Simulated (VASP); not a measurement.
```yaml
crystal:
  lattice:
    - [3.99041, 0.00000, 0.00000]
    - [-1.99520, 3.45579, 0.00000]
    - [0.00000, 0.00000, 4.86397]
  atoms:
    - { symbol: Y, position: [0.33333, 0.66667, 0.75000] }
    - { symbol: Y, position: [0.66667, 0.33333, 0.25000] }
    - { symbol: N, position: [0.33333, 0.66667, 0.25000] }
    - { symbol: N, position: [0.66667, 0.33333, 0.75000] }
```

Level of theory: PBEsol GGA, VASP's PBE PAW potentials (set 64) (plane waves; VASP). Settings: 520 eV cut-off, Gaussian smearing of 0.050 eV, potentials Y_sv N.

Problem. Give the energies of bands 11 to 19 at the high-symmetry points, in eV from the valence-band maximum.

Solution. 
```tsv
band	Γ	M	K	A	L	H
11	-2.28	-2.62	-1.82	-2.54	-3.31	-3.19
12	-2.28	-1.68	-1.82	-2.54	-3.31	-3.19
13	-2.03	-1.30	-1.50	-2.42	-1.94	-1.70
14	-2.03	-1.20	-1.20	-2.42	-1.94	-1.70
15	-1.23	-1.02	-1.20	-2.42	-1.18	-1.40
16	0.00	-0.64	-0.25	-2.42	-1.18	-1.40
17	1.86	1.94	0.61	3.41	3.27	2.29
18	3.01	2.61	1.54	3.41	3.27	2.29
19	3.01	2.87	4.65	5.61	4.86	4.98
```

The gap is indirect, 0.61 eV, from the valence maximum at Γ to the conduction minimum at K.

The structure comes from a computed database's YN entry (P6_3/mmc); how it stands against other phases isn't given here. It was relaxed first.
